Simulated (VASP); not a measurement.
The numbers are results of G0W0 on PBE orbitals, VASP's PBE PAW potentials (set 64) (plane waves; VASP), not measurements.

VASP ran on this input.

**INCAR**
```
SYSTEM=MgS
PREC=Normal; ENCUT=500; LREAL=.FALSE.
LASPH=.TRUE.; NBANDS=128
ALGO=EVGW0
ISMEAR=0; SIGMA=0.01
GGA=PE
LWAVE=.TRUE.; LCHARG=.FALSE.
ENCUTGW=180; NELMGW=1; NOMEGA=64
NBANDSGW=18; LSPECTRALGW=.TRUE.
```

KPOINTS:
```
Automatic mesh
0
Gamma
6 6 6
0 0 0
```

### POSCAR
```
MgS
3.6769550
  0.0000000000   0.7071068316   0.7071068316
  0.7071068316   0.0000000000   0.7071068316
  0.7071068316   0.7071068316   0.0000000000
Mg S
1 1
Cartesian
  0.0000000000   0.0000000000   0.0000000000
  0.7071068316   0.7071068316   0.7071068316
```

POTCAR, in this order: Mg_sv_GW S_GW (PBE.64 set). Program: vasp_std. Read from the step before: W*.

The resulting files:

File OUTCAR:
```
 ion  position               nearest neighbor table
   1  0.000  0.000  0.000-
   2  0.500  0.500  0.500-
  LATTYP: Found a face centered cubic cell.
 ALAT       =     5.2000000000
 Subroutine PRICEL returns:
 Original cell was already a primitive cell.
 Subroutine GETGRP returns: Found 48 space group operations
The static configuration has the point symmetry O_h .
The dynamic configuration has the point symmetry O_h .
 Subroutine INISYM returns: Found 48 space group operations
 Subroutine IBZKPT returns following result:
 Found     16 irreducible k-points:

 Following reciprocal coordinates:
            Coordinates               Weight
  0.000000  0.000000  0.000000      1.000000
  0.166667  0.000000  0.000000      8.000000
  0.333333  0.000000  0.000000      8.000000
  0.500000  0.000000  0.000000      4.000000
  0.166667  0.166667  0.000000      6.000000
  0.333333  0.166667  0.000000     24.000000
  0.500000  0.166667  0.000000     24.000000
 -0.333333  0.166667  0.000000     24.000000
 -0.166667  0.166667  0.000000     12.000000
...
```

**OSZICAR**
```
energies w=
    0.000    0.000    1.165    0.000    2.327    0.000    3.484    0.000
    4.634    0.000    5.775    0.000    6.906    0.000    8.024    0.000
    9.129    0.000   10.220    0.000   11.297    0.000   12.359    0.000
   13.407    0.000   14.442    0.000   15.463    0.000   16.473    0.000
   17.471    0.000   18.461    0.000   19.442    0.000   20.416    0.000
   21.386    0.000   22.352    0.000   23.317    0.000   24.283    0.000
   25.252    0.000   26.226    0.000   27.207    0.000   28.198    0.000
   29.202    0.000   30.221    0.000   31.258    0.000   32.317    0.000
   33.401    0.000   34.513    0.000   35.660    0.000   36.844    0.000
   38.071    0.000   39.348    0.000   40.680    0.000   42.075    0.000
   43.542    0.000   45.091    0.000   46.732    0.000   48.478    0.000
   50.346    0.000   52.352    0.000   54.517    0.000   56.868    0.000
   59.434    0.000   62.251    0.000   65.365    0.000   68.831    0.000
   72.719    0.000   77.116    0.000   82.137    0.000   87.930    0.000
   94.693    0.000  102.696    0.000  112.316    0.000  124.099    0.000
  138.861    0.000  157.881    0.000  183.289    0.000  218.901    0.000
NQ=   1    0.0000    0.0000    0.0000,
 performed        488000 updates of chi_q(r,r)
NQ=   2    0.1667    0.0000    0.0000,
 performed       1400000 updates of chi_q(r,r)
NQ=   3    0.3333    0.0000    0.0000,
 performed       2312000 updates of chi_q(r,r)
NQ=   4    0.5000    0.0000    0.0000,
 performed       2993000 updates of chi_q(r,r)
NQ=   5    0.1667    0.1667    0.0000,
 performed       3799000 updates of chi_q(r,r)
NQ=   6    0.3333    0.1667    0.0000,
 performed       5098000 updates of chi_q(r,r)
NQ=   7    0.5000    0.1667    0.0000,
 performed       6397000 updates of chi_q(r,r)
NQ=   8   -0.3333    0.1667    0.0000,
 performed       7696000 updates of chi_q(r,r)
NQ=   9   -0.1667    0.1667    0.0000,
 performed       8755000 updates of chi_q(r,r)
NQ=  10    0.3333    0.3333    0.0000,
 performed       9561000 updates of chi_q(r,r)
NQ=  11    0.5000    0.3333    0.0000,
 performed      10860000 updates of chi_q(r,r)
NQ=  12   -0.3333    0.3333    0.0000,
 performed      11919000 updates of chi_q(r,r)
NQ=  13    0.5000    0.5000    0.0000,
 performed      12545000 updates of chi_q(r,r)
NQ=  14    0.5000    0.3333    0.1667,
 performed      13853000 updates of chi_q(r,r)
NQ=  15   -0.3333    0.3333    0.1667,
 performed      15041000 updates of chi_q(r,r)
NQ=  16   -0.3333    0.5000    0.1667,
 performed      16100000 updates of chi_q(r,r)
 resolving degeneracies of screened two electron integrals
```

**OUTCAR**
```


 k-point   1 :       0.0000    0.0000    0.0000
  band No.  KS-energies  QP-energies   sigma(KS)   V_xc(KS)     V^pw_x(r,r')   Z            occupation Imag(sigma)

      1     -70.6295     -80.7932     -47.6274     -33.7302     -56.4684       0.7313       2.0000       0.7136
      2     -37.3850     -43.4512     -41.1243     -33.1150     -48.6175       0.7574       2.0000       0.4421
      3     -37.3850     -43.4512     -41.1243     -33.1150     -48.6175       0.7574       2.0000       0.4421
      4     -37.3850     -43.4512     -41.1243     -33.1150     -48.6175       0.7574       2.0000       0.4421
      5      -8.6071      -9.6950     -14.2917     -12.7672     -21.0401       0.7136       2.0000       1.8823
      6       4.0715       3.0905     -14.7150     -13.4448     -16.3133       0.7723       2.0000       0.2144
      7       4.0715       3.0905     -14.7150     -13.4448     -16.3133       0.7723       2.0000       0.2144
      8       4.0715       3.0905     -14.7150     -13.4448     -16.3133       0.7723       2.0000       0.2144
      9       7.8021       8.3242     -10.3548     -11.0075      -6.4824       0.7999       0.0000      -0.2203
     10      11.9868      12.5975      -8.7424      -9.5094      -4.4381       0.7963       0.0000      -0.2937
     11      11.9868      12.5975      -8.7424      -9.5094      -4.4381       0.7963       0.0000      -0.2937
     12      11.9868      12.5975      -8.7424      -9.5094      -4.4381       0.7963       0.0000      -0.2937
     13      14.3391      15.1520      -9.6821     -10.7198      -4.8561       0.7834       0.0000      -0.4139
     14      14.3391      15.1520      -9.6821     -10.7198      -4.8561       0.7834       0.0000      -0.4139
     15      16.6177      16.7807      -7.0771      -7.2836      -1.8521       0.7893       0.0000      -0.6267
     16      17.3497      18.0065      -9.6195     -10.4617      -3.9666       0.7798       0.0000      -0.7727
     17      17.3497      18.0065      -9.6195     -10.4617      -3.9666       0.7798       0.0000      -0.7727
     18      17.3497      18.0065      -9.6195     -10.4617      -3.9666       0.7798       0.0000      -0.7727

 k-point   2 :       0.1667    0.0000    0.0000
  band No.  KS-energies  QP-energies   sigma(KS)   V_xc(KS)     V^pw_x(r,r')   Z            occupation Imag(sigma)

      1     -70.6304     -80.7753     -47.6277     -33.7310     -56.4692       0.7300       2.0000       0.7136
      2     -37.3857     -43.4497     -41.1230     -33.1130     -48.6156       0.7570       2.0000       0.4423
      3     -37.3857     -43.4497     -41.1230     -33.1130     -48.6156       0.7570       2.0000       0.4423
      4     -37.3857     -43.4497     -41.1230     -33.1130     -48.6156       0.7570       2.0000       0.4423
      5      -8.3413      -9.4079     -14.3881     -12.8972     -21.0738       0.7154       2.0000       1.8220
      6       2.4418       1.3901     -13.8423     -12.4671     -15.7562       0.7648       2.0000       0.2696
      7       3.9016       2.9046     -14.5916     -13.2995     -16.2295       0.7716       2.0000       0.2196
      8       3.9016       2.9046     -14.5916     -13.2995     -16.2295       0.7716       2.0000       0.2196
      9       8.8958       9.4348     -10.3297     -11.0060      -6.3578       0.7969       0.0000      -0.2382
     10      11.7082      12.2966      -9.3201     -10.0629      -4.9652       0.7922       0.0000      -0.3062
     11      12.2519      12.9056      -9.0917      -9.9164      -4.6911       0.7927       0.0000      -0.3152
     12      12.2519      12.9056      -9.0917      -9.9164      -4.6911       0.7927       0.0000      -0.3152
     13      13.6747      14.4145      -9.4873     -10.4287      -4.7313       0.7857       0.0000      -0.3988
     14      13.6747      14.4145      -9.4873     -10.4287      -4.7313       0.7857       0.0000      -0.3988
     15      16.5535      17.1049      -9.1074      -9.8117      -3.5982       0.7830       0.0000      -0.6901
     16      19.0246      19.3577      -7.7661      -8.1847      -2.2620       0.7958       0.0000      -0.8129
     17      19.4354      20.1794      -9.6504     -10.5956      -3.7972       0.7870       0.0000      -0.9244
     18      19.4354      20.1794      -9.6504     -10.5956      -3.7972       0.7870       0.0000      -0.9244

 k-point   3 :       0.3333    0.0000    0.0000
  band No.  KS-energies  QP-energies   sigma(KS)   V_xc(KS)     V^pw_x(r,r')   Z            occupation Imag(sigma)

      1     -70.6290     -80.7830     -47.6274     -33.7306     -56.4685       0.7307       2.0000       0.7134
      2     -37.3901     -43.3552     -41.1158     -33.1002     -48.6053       0.7442       2.0000       0.4442
      3     -37.3857     -43.4436     -41.1221     -33.1132     -48.6147       0.7564       2.0000       0.4420
      4     -37.3857     -43.4436     -41.1221     -33.1132     -48.6147       0.7564       2.0000       0.4420
      5      -7.7001      -8.7059     -14.6900     -13.2793     -21.2258       0.7130       2.0000       1.6813
      6       0.2257      -0.9766     -13.1467     -11.5479     -15.8312       0.7520       2.0000       0.4144
      7       3.6079       2.5837     -14.4160     -13.0840     -16.1336       0.7689       2.0000       0.2299
      8       3.6079       2.5837     -14.4160     -13.0840     -16.1336       0.7689       2.0000       0.2299
      9       8.8566       9.3463      -9.2231      -9.8322      -5.3452       0.8039       0.0000      -0.2326
     10      11.3949      12.0894      -9.5154     -10.3902      -5.2224       0.7939       0.0000      -0.3008
     11      11.3949      12.0894      -9.5154     -10.3902      -5.2224       0.7939       0.0000      -0.3008
     12      13.4297      14.2009     -11.1397     -12.1416      -6.0596       0.7696       0.0000      -0.4461
     13      15.5144      16.2369      -9.4213     -10.3453      -4.3092       0.7819       0.0000      -0.5046
     14      15.5144      16.2369      -9.4213     -10.3453      -4.3092       0.7819       0.0000      -0.5046
     15      15.6590      16.0969      -8.4645      -9.0238      -3.1252       0.7829       0.0000      -0.5996
     16      22.8653      23.6447      -9.3364     -10.3164      -3.1593       0.7953       0.0000      -1.2197
     17      22.8653      23.6447      -9.3364     -10.3164      -3.1593       0.7953       0.0000      -1.2197
     18      23.4478      24.4342     -10.4256     -11.6810      -3.9984       0.7857       0.0000      -1.2472

 k-point   4 :       0.5000    0.0000    0.0000
  band No.  KS-energies  QP-energies   sigma(KS)   V_xc(KS)     V^pw_x(r,r')   Z            occupation Imag(sigma)

      1     -70.6283     -80.8895     -47.6272     -33.7303     -56.4681       0.7384       2.0000       0.7133
      2     -37.3918     -43.3296     -41.1124     -33.0954     -48.6006       0.7407       2.0000       0.4449
      3     -37.3860     -43.4370     -41.1212     -33.1126     -48.6137       0.7556       2.0000       0.4420
      4     -37.3860     -43.4370     -41.1212     -33.1126     -48.6137       0.7556       2.0000       0.4420
      5      -7.2908      -8.2521     -14.9561     -13.5997     -21.4027       0.7087       2.0000       1.5930
      6      -0.7667      -2.0337     -12.7706     -11.0721     -15.7999       0.7460       2.0000       0.5028
      7       3.4784       2.4412     -14.3506     -13.0008     -16.1043       0.7684       2.0000       0.2344
      8       3.4784       2.4412     -14.3506     -13.0008     -16.1043       0.7684       2.0000       0.2344
      9       8.6196       9.0911      -9.1037      -9.6901      -5.2992       0.8041       0.0000      -0.2261
     10      10.9676      11.6568      -9.5635     -10.4320      -5.3550       0.7935       0.0000      -0.2875
     11      10.9676      11.6568      -9.5635     -10.4320      -5.3550       0.7935       0.0000      -0.2875
     12      14.2239      14.9949     -10.9758     -11.9778      -5.5521       0.7694       0.0000      -0.5416
     13      16.2374      16.6700      -8.7779      -9.3382      -3.3270       0.7719       0.0000      -0.6201
     14      18.2522      19.2110     -10.4576     -11.6925      -4.8192       0.7764       0.0000      -0.6971
     15      18.2522      19.2110     -10.4576     -11.6925      -4.8192       0.7764       0.0000      -0.6971
     16      19.6328      20.0837      -8.3684      -8.9387      -2.5904       0.7905       0.0000      -0.9130
     17      19.6328      20.0837      -8.3684      -8.9387      -2.5904       0.7905       0.0000      -0.9130
     18      21.1970      22.1226     -10.2077     -11.3849      -4.1679       0.7863       0.0000      -0.9908

 k-point   5 :       0.1667    0.1667    0.0000
  band No.  KS-energies  QP-energies   sigma(KS)   V_xc(KS)     V^pw_x(r,r')   Z            occupation Imag(sigma)

      1     -70.6294     -80.7913     -47.6274     -33.7304     -56.4685       0.7312       2.0000       0.7135
      2     -37.3860     -43.4331     -41.1224     -33.1123     -48.6150       0.7549       2.0000       0.4424
      3     -37.3860     -43.4331     -41.1224     -33.1123     -48.6150       0.7549       2.0000       0.4424
      4     -37.3860     -43.4331     -41.1224     -33.1123     -48.6150       0.7549       2.0000       0.4424
      5      -8.2554      -9.3130     -14.4172     -12.9379     -21.0827       0.7149       2.0000       1.8028
      6       2.5364       1.5004     -13.8711     -12.5203     -15.7295       0.7669       2.0000       0.2633
      7       3.5407       2.5179     -14.3924     -13.0620     -16.1202       0.7688       2.0000       0.2315
      8       3.5407       2.5179     -14.3924     -13.0620     -16.1202       0.7688       2.0000       0.2315
      9       9.4128       9.9988     -10.8539     -11.5959      -6.7899       0.7898       0.0000      -0.2522
     10      10.5615      11.0615      -8.3501      -8.9726      -4.2694       0.8034       0.0000      -0.2618
     11      11.9745      12.6709      -9.7132     -10.5976      -5.1896       0.7875       0.0000      -0.3427
     12      13.1151      13.7840      -9.3069     -10.1551      -4.7219       0.7886       0.0000      -0.3517
     13      13.1151      13.7840      -9.3069     -10.1551      -4.7219       0.7886       0.0000      -0.3517
     14      14.7899      15.6176      -9.7592     -10.8164      -4.8220       0.7829       0.0000      -0.4480
     15      18.2723      18.9417      -9.4502     -10.3036      -3.7368       0.7844       0.0000      -0.8317
     16      18.2723      18.9417      -9.4502     -10.3036      -3.7368       0.7844       0.0000      -0.8317
     17      19.2258      19.5067      -7.5358      -7.8888      -2.0505       0.7960       0.0000      -0.8227
...
```
(Selected blocks of OUTCAR.)

The mesh is coarse and the basis finite, so the quasiparticle values are not converged.

The compound is MgS in the rock salt structure. The cell was not relaxed at this level.
